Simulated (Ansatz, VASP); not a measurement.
RbYMg6 in VASP and in Ansatz

run.py

```python
from ase.calculators.vasp import Vasp
from ase.dft.bandgap import bandgap
from ase.io import read

atoms = read('RbYMg6.cif')
calc = Vasp(
    directory='calc',
    xc='lda',
    pp='LDA',
    setups='minimal',
    prec='Accurate',
    encut=500,
    ediff=1e-07,
    ismear=0,
    sigma=0.02,
    lreal=False,
    lasph=True,
    nelm=100,
    algo='Normal',
    isif=2,
    lwave=False,
    lcharg=False,
    kpts=[5, 5, 5],
    gamma=True,
)
atoms.calc = calc

print('energy (eV):', atoms.get_potential_energy())
print('free energy (eV):', atoms.get_potential_energy(force_consistent=True))
print('forces (eV/A):')
print(atoms.get_forces())
print('stress (eV/A^3, Voigt):', atoms.get_stress())
print('Fermi level (eV):', calc.get_fermi_level())
gap, top, bottom = bandgap(calc)
print('band gap (eV):', gap, 'from (spin, k, band)', top, 'to', bottom)
```

Contents of RbYMg6.cif:

```cif
data_RbYMg6
_cell_length_a 5.47240200
_cell_length_b 6.85970460
_cell_length_c 6.85970460
_cell_angle_alpha 61.90891134
_cell_angle_beta 90.00000000
_cell_angle_gamma 90.00000000
_space_group_name_H-M_alt 'P1'
_space_group_name_Hall 'P 1'
_space_group_IT_number 1
loop_
_space_group_symop_operation_xyz
'x,y,z'
loop_
_atom_site_label
_atom_site_type_symbol
_atom_site_symmetry_multiplicity
_atom_site_Wyckoff_symbol
_atom_site_fract_x
_atom_site_fract_y
_atom_site_fract_z
_atom_site_occupancy
Y1 Y 1 a 0.5000000000 0.3493590000 0.3493590000 1
Rb1 Rb 1 a 0.0000000000 0.1483530000 0.1483530000 1
Mg1 Mg 1 a 0.0000000000 0.6653070000 0.6653070000 1
Mg2 Mg 1 a 0.0000000000 0.1752200000 0.6457080000 1
Mg3 Mg 1 a 0.0000000000 0.6457080000 0.1752200000 1
Mg4 Mg 1 a 0.5000000000 0.8423840000 0.8423840000 1
Mg5 Mg 1 a 0.5000000000 0.3526540000 0.8210160000 1
Mg6 Mg 1 a 0.5000000000 0.8210160000 0.3526540000 1
```

Contents of input.yaml:

```yaml
crystal:
  lattice:
    - [5.472402, 0.0, 0.0]
    - [0.0, 3.528334, 5.882721]
    - [0.0, -3.528334, 5.882721]
  atoms:
    - { symbol: "Y", position: [0.5, 0.349359, 0.349359] }
    - { symbol: Rb, position: [0.0, 0.148353, 0.148353] }
    - { symbol: Mg, position: [0.0, 0.665307, 0.665307] }
    - { symbol: Mg, position: [0.0, 0.17522, 0.645708] }
    - { symbol: Mg, position: [0.0, 0.645708, 0.17522] }
    - { symbol: Mg, position: [0.5, 0.842384, 0.842384] }
    - { symbol: Mg, position: [0.5, 0.352654, 0.821016] }
    - { symbol: Mg, position: [0.5, 0.821016, 0.352654] }
hamiltonian:
  xc: lda
  pseudopotentials: { kind: paw }
kpoints:
  mp_grid: { grid: [5, 5, 5] }
scf:
  occupations: { method: gaussian, width: 0.02 }
output:
  forces: true
  stress: true
  eigenvalues: true
  write_density: true
  write_potential: true
  elf: true
  volumetric_format: npy
```

The cell comes from a database or a generator and needn't be the stable form of this composition.

Alike in both runs: task single point; functional LDA; k mesh 5 × 5 × 5; occupations gaussian, width 0.02 eV; no spin polarisation.

|  | VASP | Ansatz |
| --- | --- | --- |
| version | VASP 6.6.1 | Ansatz 0.2.0 |
| potentials or method | VASP PAW LDA potentials, release 64 (Y_sv, Rb_pv, Mg) | Ansatz PAW |
| plane-wave cutoff (eV) | 500 | 420 |
| valence electrons in the cell | 30 | 80 |

Ansatz gave:

```
gap on the k mesh at the Fermi level (eV)       : none
pressure (GPa)                                  : -1.9
largest component of the traceless stress (GPa) : 0.21
rms of the force components (eV/Å)              : 0.048
```

Problem. Which values does VASP return?

Solution. gap on the k mesh at the Fermi level (eV): none; pressure (GPa): -2.1; largest component of the traceless stress (GPa): 0.14; rms of the force components (eV/Å): 0.052.

A gap of «none» marks a metal or a gap that the smearing closes. The two sets of potentials don't hold the same shells in valence.

Caveats: the PAW data sets come from PBE, with cores solved anew for the run's functional, which leaves a small shift of forces and pressure (Ansatz).
